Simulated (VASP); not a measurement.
A run of VASP 6.6.1 is set up as follows.

Contents of INCAR:

```
SYSTEM = Ni2HgP2
PREC     = Accurate       ! precision mode
ENCUT    = 600            ! plane-wave cutoff, eV
EDIFF    = 1E-6           ! SCF threshold, eV
ISMEAR   = -1             ! smearing method
SIGMA    = 0.1            ! smearing width, eV
LREAL    = .FALSE.        ! projectors in reciprocal space
LASPH    = .TRUE.         ! aspherical terms in the spheres
NELM     = 80             ! most SCF steps
ALGO     = Normal         ! electronic algorithm
ISIF     = 3              ! what is computed and relaxed
LWAVE    = .FALSE.        ! write WAVECAR
LCHARG   = .FALSE.        ! write CHGCAR
GGA      = PE             ! functional
IBRION   = 2              ! ionic algorithm
NSW      = 60             ! ionic steps
EDIFFG   = -0.01          ! ionic threshold
```

File KPOINTS:

```
Automatic mesh
0
G
  5 5 5
  0 0 0
```

Contents of POSCAR:

```
Ni2HgP2
1.0
    0.0000000000      3.9479260000      0.0000000000
    3.9479260000      0.0000000000      0.0000000000
    1.9739630000      1.9739630000     -4.7449990000
P Hg Ni
2 1 2
Direct
    0.3760000000      0.3760000000      0.2480000000
    0.6240000000      0.6240000000      0.7520000000
    0.0000000000      0.0000000000      0.0000000000
    0.7500000000      0.2500000000      0.5000000000
    0.2500000000      0.7500000000      0.5000000000
```

Potentials or basis: VASP PAW PBE potentials, release 64 (P, Hg, Ni).

Command:

```console
$ cat potpaw_PBE.64/P/POTCAR potpaw_PBE.64/Hg/POTCAR potpaw_PBE.64/Ni/POTCAR > POTCAR
$ mpirun -np 1 vasp_std > vasp.out
```

**Question.** What does it give for the band gap on the k mesh?

**Answer.** None (metal or under the smearing width).

**Question.** Estimate the relaxed cell.

**Answer.** a = 4.079 Å, b = 4.079 Å, c = 5.288 Å, α = 67.31°, β = 67.31°, γ = 90.00°.

**Question.** What does it give for the space group after relaxing (to 0.05 Å)?

**Answer.** I4/mmm (No. 139).

Final structure:
```xyz
5
Lattice="0.0000 4.0792 0.0000 4.0792 0.0000 0.0000 2.0396 2.0396 -4.4317" Properties=species:S:1:pos:R:3 pbc="T T T"
P     2.0396    2.0396   -1.1450
P     4.0792    4.0792   -3.2867
Hg    0.0000    0.0000    0.0000
Ni    2.0396    4.0792   -2.2158
Ni    4.0792    2.0396   -2.2158
```

Spin-orbit coupling is left out, which matters for the levels of Hg. Spin polarisation is off, so any magnetic state and its effect on volume and gap are missing.
